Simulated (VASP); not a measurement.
Input:

```xyz
6
Lattice="3.6321 0.0000 0.0000 -1.8160 3.1455 0.0000 0.0000 0.0000 11.4321" Properties=species:S:1:pos:R:3 pbc="T T T"
Sn     0.0000     2.0970     7.1464
Sn     1.8160     1.0485     1.4303
S      1.8160     1.0485     8.6105
S      0.0000     2.0970     2.8944
S      0.0000     0.0000    11.3944
S     -1.8160     3.1455     5.6784
```

These are LDA (Ceperley-Alder, Perdew-Zunger), VASP's LDA PAW potentials (set 64) (plane waves; VASP) values and carry that method's errors. Numerical set-up: 400 eV cut-off, Gaussian smearing of 0.050 eV, potentials Sn_d S.

Unless said otherwise, spin-orbit coupling is left out, though it shifts the bands of the heavy elements here.

### Question
Give the energies of bands 17 to 30 at the high-symmetry points, in eV from the valence-band maximum.

### Answer

```
band      Γ      M      K      A      L      H
----  -----  -----  -----  -----  -----  -----
17    -2.30  -5.04  -4.44  -1.20  -4.96  -4.16
18    -0.96  -4.76  -4.26  -1.20  -4.96  -4.16
19    -0.96  -2.88  -4.26  -0.89  -2.71  -4.11
20    -0.79  -2.81  -3.75  -0.89  -2.71  -4.11
21    -0.79  -2.59  -3.52  -0.89  -2.51  -3.73
22    -0.55  -2.51  -3.52  -0.89  -2.51  -3.73
23    -0.55  -1.14  -1.77  -0.44  -1.09  -1.06
24    -0.35  -0.89  -1.21  -0.44  -1.09  -1.06
25    -0.35  -0.48  -1.21  -0.44  -0.64  -1.06
26    -0.01  -0.40  -0.40  -0.44  -0.64  -1.06
27     1.64   0.87   2.44   2.49   1.33   2.23
28     3.00   1.39   2.44   2.49   1.33   2.23
29     3.26   4.10   5.01   3.35   4.18   5.75
30     3.46   4.47   5.49   3.35   4.18   5.80
```

The gap is indirect, 0.87 eV, from the valence maximum at K-Γ at 0.89 to the conduction minimum at M.

The structure comes from a computed database's SnS2 entry (P6_3mc); how it stands against other phases isn't given here. It was relaxed first, which changed the volume by -10 %.
